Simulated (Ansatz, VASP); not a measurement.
# Cross-check of PtSe2 between VASP and Ansatz

One calculation is typed for both programs; each brings its own data sets and cutoff. How far apart do they land?

Calculated with Ansatz 0.2.0; plane waves, with VASP 6.6.1 beside it; band structure at PBE and single point at PBE.

## Step 1: The starting structure

The cell holds 3 atoms: 1 Pt and 2 Se. Cell: a = 3.853 Å, b = 3.853 Å, c = 11.000 Å, α = 90.0°, β = 90.0°, γ = 120.0°. Vacuum lies along c.

## Step 2: VASP: band structure, PBE

Levels along a path test the potential and the projectors away from the mesh points.

Lines of VASP's logs that name or quote its potential files are left out, and so is its time.

Input file INCAR:

```
SYSTEM = PtSe2
PREC = Accurate
ENCUT = 300
EDIFF = 1E-08
NELM = 100
ISMEAR = 0
SIGMA = 0.01
LREAL = .FALSE.
ALGO = Normal
GGA = PE
NBANDS = 17
LASPH = .TRUE.
LORBIT = 11
LWAVE = .TRUE.
LCHARG = .FALSE.
KPAR = 8
```

Input file POSCAR:

```
PtSe2
1.0
    3.8527425800      0.0000000000      0.0000000000
   -1.9263712900      3.3365729485      0.0000000000
    0.0000000000      0.0000000000     11.0000000000
Pt Se
1 2
Direct
    0.0000000000      0.0000000000      0.5000000000
    0.3333333333      0.6666666667      0.6137002491
    0.6666666667      0.3333333333      0.3862997509
```

Input file KPOINTS:

```
Automatic mesh
0
Gamma
9 9 1
0 0 0
```

Input file KPOINTS_OPT:

```
Line mode
12
Line-mode
Reciprocal
  0.00000000   0.00000000   0.00000000 GAMMA
  0.50000000   0.00000000   0.00000000 M

  0.50000000   0.00000000   0.00000000 M
  0.33333333   0.33333333   0.00000000 K

  0.33333333   0.33333333   0.00000000 K
  0.00000000   0.00000000   0.00000000 GAMMA

  0.00000000   0.00000000   0.00000000 GAMMA
  0.00000000   0.00000000   0.50000000 A

  0.00000000   0.00000000   0.50000000 A
  0.50000000   0.00000000   0.50000000 L

  0.50000000   0.00000000   0.50000000 L
  0.33333333   0.33333333   0.50000000 H

  0.33333333   0.33333333   0.50000000 H
  0.00000000   0.00000000   0.50000000 A

  0.50000000   0.00000000   0.50000000 L
  0.50000000   0.00000000   0.00000000 M

  0.33333333   0.33333333   0.00000000 K
  0.33333333   0.33333333   0.50000000 H
```

PAW data sets: Pt_GW and Se_GW (PBE family, release 64).

Started as:

```console
mpirun -np 8 vasp_std
```

Numbers of over 12 decimals in the logs are rounded to 6 here.

Log:

```text
[banner, memory and clock lines left out]
running    8 mpi-ranks, on    1 nodes
 distrk:  each k-point on    1 cores,    8 groups
 distr:  one band on    1 cores,    1 groups

 POSCAR found type information on POSCAR PtSe
 POSCAR found :  2 types and       3 ions
|                                                                             |
|           W    W    AA    RRRRR   N    N  II  N    N   GGGG   !!!           |
|           W    W   A  A   R    R  NN   N  II  NN   N  G    G  !!!           |
|           W    W  A    A  R    R  N N  N  II  N N  N  G       !!!           |
|           W WW W  AAAAAA  RRRRR   N  N N  II  N  N N  G  GGG   !            |
|           WW  WW  A    A  R   R   N   NN  II  N   NN  G    G                |
|           W    W  A    A  R    R  N    N  II  N    N   GGGG   !!!           |
|                                                                             |
|     For optimal performance we recommend to set                             |
|       NCORE = 2 up to number-of-cores-per-socket                            |
|     NCORE specifies how many cores store one orbital (NPAR=cpu/NCORE).      |
|     This setting can greatly improve the performance of VASP for DFT.       |
|     The default, NCORE=1 might be grossly inefficient on modern             |
|     multi-core architectures or massively parallel machines. Do your        |
|     Unfortunately you need to use the default for GW and RPA                |
|     calculations (for HF NCORE is supported but not extensively tested      |
|     yet).                                                                   |
|                                                                             |

 LDA part: xc-table for (Slater+PW92), standard interpolation
 POSCAR, INCAR and KPOINTS ok, starting setup
 FFT: planning ... GRIDC
 FFT: planning ... GRID_SOFT
 FFT: planning ... GRID
 WAVECAR not read
 entering main loop
       N       E                     dE             d eps       ncg     rms          rms(c)
DAV:   1     0.104766399971E+03    0.10477E+03   -0.66814E+03   617   0.748E+02
DAV:   2    -0.430700331766E+01   -0.10907E+03   -0.10536E+03   646   0.205E+02
DAV:   3    -0.147630521749E+02   -0.10456E+02   -0.10129E+02   608   0.593E+01
DAV:   4    -0.151266303382E+02   -0.36358E+00   -0.36296E+00   592   0.119E+01
DAV:   5    -0.151373953914E+02   -0.10765E-01   -0.10760E-01   608   0.184E+00    0.103E+01
DAV:   6    -0.144970280352E+02    0.64037E+00   -0.51554E+00   672   0.249E+01    0.727E+00
DAV:   7    -0.142772828209E+02    0.21975E+00   -0.10014E+00   568   0.115E+01    0.298E+00
DAV:   8    -0.142687737406E+02    0.85091E-02   -0.10166E-01   632   0.191E+00    0.764E-01
DAV:   9    -0.142632395119E+02    0.55342E-02   -0.20221E-02   560   0.169E+00    0.219E-01
DAV:  10    -0.142635728922E+02   -0.33338E-03   -0.32068E-03   472   0.421E-01    0.750E-02
DAV:  11    -0.142635987950E+02   -0.25903E-04   -0.27475E-04   568   0.142E-01    0.210E-02
DAV:  12    -0.142636056512E+02   -0.68562E-05   -0.62099E-05   504   0.694E-02    0.758E-03
DAV:  13    -0.142636141077E+02   -0.84566E-05   -0.10456E-05   472   0.193E-02    0.791E-03
DAV:  14    -0.142636355940E+02   -0.21486E-04   -0.10287E-05   462   0.137E-02    0.479E-03
DAV:  15    -0.142636414476E+02   -0.58536E-05   -0.20523E-06   510   0.771E-03    0.460E-03
DAV:  16    -0.142636424699E+02   -0.10223E-05   -0.54935E-07   536   0.410E-03    0.655E-04
DAV:  17    -0.142636424289E+02    0.41038E-07   -0.15852E-08   408   0.129E-03    0.259E-04
DAV:  18    -0.142636424284E+02    0.48294E-09   -0.77129E-09   456   0.892E-04
   1 F= -.14263642E+02 E0= -.14263642E+02  d E =-.782782E-41
 Start KPOINTS_OPT (optional k-point list driver)
k-point batch [1-12\108]
       N       E                     dE             ncg
DAV:   1    -0.339044666048E+02   -0.30038E+04      625
DAV:   2    -0.132839829963E+04   -0.12945E+04      638
DAV:   3    -0.144109232678E+04   -0.11269E+03      624
DAV:   4    -0.144519653248E+04   -0.41042E+01      608
DAV:   5    -0.144531603111E+04   -0.11950E+00      600
DAV:   6    -0.144532598953E+04   -0.99584E-02      712
DAV:   7    -0.144532627427E+04   -0.28474E-03      656
DAV:   8    -0.144532627661E+04   -0.23359E-05      592
DAV:   9    -0.144532627670E+04   -0.87851E-07      584
DAV:  10    -0.144532627671E+04   -0.13388E-07      488
DAV:  11    -0.144532627671E+04   -0.15434E-08      408
[...]
k-point batch [97-108\108]
       N       E                     dE             ncg
DAV:   1    -0.876254399895E+02   -0.71345E+04      615
DAV:   2    -0.140453189208E+04   -0.13169E+04      662
DAV:   3    -0.149817332842E+04   -0.93641E+02      528
DAV:   4    -0.150281488870E+04   -0.46416E+01      704
DAV:   5    -0.150287916717E+04   -0.64278E-01      608
DAV:   6    -0.150288353968E+04   -0.43725E-02      752
DAV:   7    -0.150288355785E+04   -0.18168E-04      632
DAV:   8    -0.150288355865E+04   -0.79910E-06      704
DAV:   9    -0.150288355867E+04   -0.23767E-07      560
DAV:  10    -0.150288355867E+04   -0.23033E-08      504
 writing wavefunctions
```

Parts of OUTCAR (step 2):

```text
ion  position               nearest neighbor table
   1  0.000  0.000  0.500-   2 2.55   3 2.55   2 2.55   3 2.55   3 2.55   2 2.55
   2  0.333  0.667  0.614-   1 2.55   1 2.55   1 2.55
   3  0.667  0.333  0.386-   1 2.55   1 2.55   1 2.55

  LATTYP: Found a hexagonal cell.
 ALAT       =     3.8527425800
 C/A-ratio  =     2.8551089961

 Subroutine GETGRP returns: Found 12 space group operations
 (whereof 12 operations were pure point group operations)

The static configuration has the point symmetry D_3d.

 Found     12 irreducible k-points:

   k-points           NKPTS =     12   k-points in BZ     NKDIM =     12   number of bands    NBANDS=     17

   dimension x,y,z NGX =    24 NGY =   24 NGZ =   64
   dimension x,y,z NGXF=    48 NGYF=   48 NGZF=  128

   ENCUT  =  300.0 eV  22.05 Ry    4.70 a.u.   5.44  5.44 15.53*2*pi/ulx,y,z

   NELECT =      22.0000    total number of electrons

 k-points in reciprocal lattice and weights: Automatic mesh
   0.00000000  0.00000000  0.00000000       0.012
   0.11111111 -0.00000000  0.00000000       0.074
   0.22222222 -0.00000000  0.00000000       0.074
   0.33333333  0.00000000  0.00000000       0.074
   0.44444444 -0.00000000  0.00000000       0.074
   0.11111111  0.11111111  0.00000000       0.074
   0.22222222  0.11111111  0.00000000       0.148
   0.33333333  0.11111111  0.00000000       0.148
   0.44444444  0.11111111  0.00000000       0.074
   0.22222222  0.22222222  0.00000000       0.074
   0.33333333  0.22222222  0.00000000       0.148
   0.33333333  0.33333333  0.00000000       0.025

 average (electrostatic) potential at core
       1 -87.7389       2 -59.0562       3 -59.0562

 E-fermi :  -0.8347

 k-point     1 :       0.0000    0.0000    0.0000
  band No.  band energies     occupation
    ...
      7      -3.6751      2.00000
      8      -2.0283      2.00000
      9      -1.4116      2.00000
     10      -1.1546      2.00000
     11      -1.1546      2.00000
     12       1.8028      0.00000
     13       1.8028      0.00000
     14       3.2369      0.00000
     15       4.4022      0.00000
     16       5.0526      0.00000
    ...

 k-point     2 :       0.1111   -0.0000    0.0000
  band No.  band energies     occupation
    ...
      7      -3.7678      2.00000
      8      -2.5077      2.00000
      9      -1.2047      2.00000
     10      -1.1745      2.00000
     11      -1.1256      2.00000
     12       1.1126      0.00000
     13       1.6437      0.00000
     14       3.6581      0.00000
     15       4.9838      0.00000
     16       5.2109      0.00000
    ...

 k-point     3 :       0.2222   -0.0000    0.0000
  band No.  band energies     occupation
    ...
      7      -3.9177      2.00000
      8      -3.0178      2.00000
      9      -1.4290      2.00000
     10      -1.4214      2.00000
     11      -0.9282      2.00000
     12       0.2992      0.00000
     13       1.4711      0.00000
     14       4.4190      0.00000
     15       4.5908      0.00000
     16       5.8122      0.00000
    ...

  Total       -1.9502042     -1.9502042     -0.0275375      0.0000000     -0.0000000      0.0000000
  in kB      -22.0966979    -22.0966979     -0.3120118      0.0000000     -0.0000000      0.0000000
  external PRESSURE =     -14.8351359 kB  Pullay stress =       0.0000000 kB

  energy-cutoff  :      300.00
  volume of cell :      141.40
      direct lattice vectors                 reciprocal lattice vectors
     3.852742580  0.000000000  0.000000000     0.259555363  0.149854359  0.000000000
    -1.926371290  3.336572949  0.000000000     0.000000000  0.299708718  0.000000000
     0.000000000  0.000000000 11.000000000     0.000000000  0.000000000  0.090909091

 POSITION                                       TOTAL-FORCE (eV/Angst)
 -----------------------------------------------------------------------------------
      0.00000      0.00000      5.50000         0.000000      0.000000     -0.000000
     -0.00000      2.22438      6.75070         0.000000     -0.000000      0.001273
      1.92637      1.11219      4.24930        -0.000000      0.000000     -0.001273
 -----------------------------------------------------------------------------------
    total drift:                               -0.000000      0.000000      0.000000

  FREE ENERGIE OF THE ION-ELECTRON SYSTEM (eV)
  ---------------------------------------------------
  free  energy   TOTEN  =       -14.2636424284 eV

  energy  without entropy=      -14.2636424284  energy(sigma->0) =      -14.26364243

 total charge
# of ion       s       p       d       f       tot
--------------------------------------------------
    1        0.642   0.633   7.883   0.051   9.208
    2        1.473   2.187   0.052   0.000   3.712
    3        1.473   2.187   0.052   0.000   3.712
--------------------------------------------------
tot          3.588   5.006   7.987   0.051  16.632

[... 3 further parts left out ...]
```

## Step 3: Ansatz: band structure, PBE

Ansatz runs on its default PAW (the set named soft_2) files.

The same cell, functional, mesh and smearing now go to Ansatz, which takes its cutoff from its data sets.

Input file input.yaml:

```yaml
crystal:
  lattice:
    - [3.85274258, 0.0, 0.0]
    - [-1.92637129, 3.3365729485, 0.0]
    - [0.0, 0.0, 11.0]
  atoms:
    - { symbol: Pt, position: [0.0, 0.0, 0.5] }
    - { symbol: Se, position: [0.3333333333, 0.6666666667, 0.6137002491] }
    - { symbol: Se, position: [0.6666666667, 0.3333333333, 0.3862997509] }
hamiltonian:
  xc: pbe
  pseudopotentials: { kind: paw }
kpoints:
  mp_grid: { grid: [9, 9, 1] }
  band_path:
    path:
      - [0.0, 0.0, 0.0]
      - [0.13636, 0.0, 0.0]
      - [0.31818, 0.0, 0.0]
      - [0.5, 0.0, 0.0]
      - [0.4697, 0.06061, 0.0]
      - [0.40909, 0.18182, 0.0]
      - [0.34848, 0.30303, 0.0]
      - [0.30303, 0.30303, 0.0]
      - [0.18182, 0.18182, 0.0]
      - [0.15152, 0.15152, 0.0]
      - [0.06061, 0.06061, 0.0]
      - [0.0, 0.0, 0.0]
      - [0.0, 0.0, 0.18182]
      - [0.0, 0.0, 0.36364]
      - [0.0, 0.0, 0.5]
      - [0.13636, 0.0, 0.5]
      - [0.22727, 0.0, 0.5]
      - [0.31818, 0.0, 0.5]
      - [0.5, 0.0, 0.5]
      - [0.4697, 0.06061, 0.5]
      - [0.40909, 0.18182, 0.5]
      - [0.34848, 0.30303, 0.5]
      - [0.30303, 0.30303, 0.5]
      - [0.18182, 0.18182, 0.5]
      - [0.06061, 0.06061, 0.5]
      - [0.5, 0.0, 0.5]
      - [0.5, 0.0, 0.31818]
      - [0.5, 0.0, 0.13636]
      - [0.5, 0.0, 0.0]
      - [0.33333, 0.33333, 0.13636]
      - [0.33333, 0.33333, 0.31818]
      - [0.33333, 0.33333, 0.5]
    npoints: 1
scf:
  occupations: { method: gaussian, width: 0.01 }
  n_extra_bands: 7
output:
  forces: true
  eigenvalues: true
```

Started as:

```console
ansatz run input.yaml --threads 2 --pin off --max-ram 4608MiB --backend cpu --events-out ev --progress --plain --runs-dir out
```

Log:

```text
scf.n_extra_bands = 7 over 25 filled bands (N_el = 50.0): the run solves 32 bands
Engine: ansatz 0.2.0, aarch64-unknown-linux-gnu
Pseudopotentials: kind: paw
Pseudopotential: Pt, paw, valence charge 18, recommended cutoff 420 eV (normal), Pt.paw.azcp
Pseudopotential: Se, paw, valence charge 16, recommended cutoff 420 eV (normal), Se.paw.azcp
Functional definition: PBE
  parameter kappa = 0.804
  parameter beta = 0.066725
  exchange = pbe_x(kappa = kappa, mu = beta*pi^2/3)
  correlation = pbe_c(beta = beta)
Crystal: 3 atoms, lattice volume = 141.405 Å³
Basis set: ecut = 420 eV, 2785 PW (Γ), exchange–correlation on 54×54×150 points (8 copies of the dense FFT grid, shifted against one another)
Bands: 32, of which v1, the nominal top of the filled ones, is band 25 counted from 1 (24 counted from 0)
Symmetry: 12 space group operations
Space group: P-3m1 (ITA 164), of the structure as read, at distance tolerance 5.2e-5 Å
k-points: 12 of 81
Non-local potential: Pt, projectors of the file, l = 0: 3, l = 1: 2, l = 2: 2, l = 3: 1
Non-local potential: Se, projectors of the file, l = 0: 2, l = 1: 2, l = 2: 3, l = 3: 1
PAW form: soft (Blöchl's): semilocal exchange-correlation on the pseudo side does not see the compensation charge
PAW one-centre angular grid: Pt, 590 points (default); XC on 64 Gauss nodes
PAW one-centre angular grid: Se, 590 points (default); XC on 64 Gauss nodes
Initial density: superposition of atomic densities (neutral atoms: chi_scale 0, normalization atom), corrected by the library's trained network
Initial wavefunctions: pseudopotential atomic-orbital guess
Functional: x = pbe(κ = 0.804, μ = 0.219515), c = pbe(β = 0.066725)
SCF iter   1: F=—  HF=-23462.307226 eV  |F-HF|=—  |Δ(HF+E_count)|=         —  Δρ=2.00e-3  dr2=5.32e-3  ethr=1.77e-3  ⟨swp⟩=7.8  Hψ=1744  notcnv=0
preconditioner: auto → Resta (q_TF=auto, 2.294 Å⁻¹)  ε∞=3.1  [insulator: Δε(μ)=1.263 eV  Ē_g=10.224 eV  σ=0.010 eV  W_gap=1.00  n_scr=38 (ndim 8)  ℏωp=14.6 eV  f_vac=0.521  D(μ)=0.00/eV (n_scr^D=0)  ε∞_Penn≈3.1  vacuum switching on, ρ_ref=7.6e-3 e/Å³]
SCF iter   2: F=—  HF=-23462.306670 eV  |F-HF|=—  |Δ(HF+E_count)|=   5.56e-4  Δρ=1.04e-3  dr2=1.95e-3  ethr=1.06e-5  ⟨swp⟩=3.0  Hψ=727  notcnv=0  defer=18
SCF iter   3: F=—  HF=-23462.306610 eV  |F-HF|=—  |Δ(HF+E_count)|=   6.07e-5  Δρ=5.89e-4  dr2=5.00e-4  ethr=3.91e-6  ⟨swp⟩=2.8  Hψ=540  notcnv=0  defer=18
SCF iter   4: F=—  HF=-23462.306635 eV  |F-HF|=—  |Δ(HF+E_count)|=   2.56e-5  Δρ=8.93e-5  dr2=1.26e-5  ethr=1.00e-6  ⟨swp⟩=3.0  Hψ=594  notcnv=0  defer=18
SCF iter   5: F=—  HF=-23462.306610 eV  |F-HF|=—  |Δ(HF+E_count)|=   2.50e-5  Δρ=3.53e-5  dr2=1.53e-6  ethr=2.52e-8  ⟨swp⟩=2.0  Hψ=544  notcnv=0  defer=18
SCF iter   6: F=—  HF=-23462.306611 eV  |F-HF|=—  |Δ(HF+E_count)|=   1.30e-6  Δρ=9.33e-6  dr2=1.88e-7  ethr=3.06e-9  ⟨swp⟩=2.0  Hψ=541  notcnv=0  defer=18
SCF iter   7: F=-23462.306611 eV  HF=-23462.306611 eV  |F-HF|=1.03e-8  |Δ(HF+E_count)|=   1.01e-7  Δρ=2.08e-6  dr2=7.12e-9  ethr=2.00e-10  ⟨swp⟩=10.8  Hψ=1743  notcnv=0
SCF 1 converged in 7 iterations: F = -23462.306611 eV  dr2 = 7.12e-9
  greatest PAW one-centre occupation: 1.000 electrons in one spin orbital (limit 2), on the Pt atom at site 0 (counted from 0), in its partial waves of l = 0
NSCF: frozen V_eff on 32 k-points
SCF converged after 7 iterations
Free energy (F): -23462.306611 eV
Harris-Foulkes:  -23462.306611 eV  (|F-HF|=1.03e-8)
Internal energy: -23462.306611 eV  (E = F + TS)
E sigma→0 (E₀):  -23462.306611 eV
Fermi energy:    2.624014 eV
--- Per-component energies (eV) ---
  E_band       = -1461.543102
  E_kinetic    = 870.470256
  E_local      = -20249.112497  (includes V_loc(G=0)·N_el)
  E_nonlocal   = -990.651566
  E_hartree    = 9629.012521
  E_xc         = -468.540929
  E_vxc        = -496.942358  (∫ρ·V_xc dr)
  E_paw        = -13277.853388  (= ΣΔE_a)
  E_vpaw       = 146.674594  (= ΣTr[D̂ρ^β])
  E_aug_tail   = -0.000989  (compensation charges beyond the density's cutoff)
  E_ewald      = 1024.369981
  E_smearing   = -0.000000  (= −TS)
  E_closure    = -0.000000  (closes the sum)
  Σ components = -23462.306611   (vs F -23462.306611, Δ=0.00e0)
--- Forces (eV/Å), atoms counted from 1 ---
  atom   1  Pt    -0.00000000     0.00000000     0.00000000
  atom   2  Se     0.00000000    -0.00000000     0.00864167
  atom   3  Se     0.00000000     0.00000000    -0.00864167
  max |Σ_I F_I| component: 1.73e-18 eV/Å
--- Band table (eV; the first three rows and the last of 12) ---
  k-point 0: bands = [... 21 lower, 0.9026, 1.5247, 1.7765, 1.7765, 4.7425, 4.7425, 6.1796, 7.3385, ... 3 higher]
  k-point 1: bands = [... 21 lower, 0.4243, 1.7313, 1.7577, 1.8072, 4.0518, 4.5826, 6.5969, 7.9239, ... 3 higher]
  k-point 2: bands = [... 21 lower, -0.0827, 1.5057, 1.5134, 2.0032, 3.2429, 4.4085, 7.3516, 7.5371, ... 3 higher]
  k-point 11: bands = [... 21 lower, -0.4714, 0.0077, 0.9526, 0.9526, 3.7249, 3.7249, 8.0509, 10.2466, ... 3 higher]
```

It took 5.6 s on 2 threads of Arm Neoverse N1, shared host; peak memory 0.38 GiB.

In the SCF lines HF is the Harris–Foulkes energy and dr2 the Hartree energy of the density residual, in eV; the loop may stop once dr2 is under the threshold and the program's other checks hold. Hψ counts applications of the Hamiltonian.

(Continued in part 2 of 2.)

[Lines on the potential files, build, host, timing and source positions are cut from VASP's logs without a mark.]

[Logs are printed without paths, hosts, clocks, repeated set-up lines and the standing remarks that a program may print on its own settings, such as how far it seeks lower states.]

[Hosts, paths, dates, database ids (printed as entryN), source tags and the programs' standing remarks are cut or masked in the printed files.]
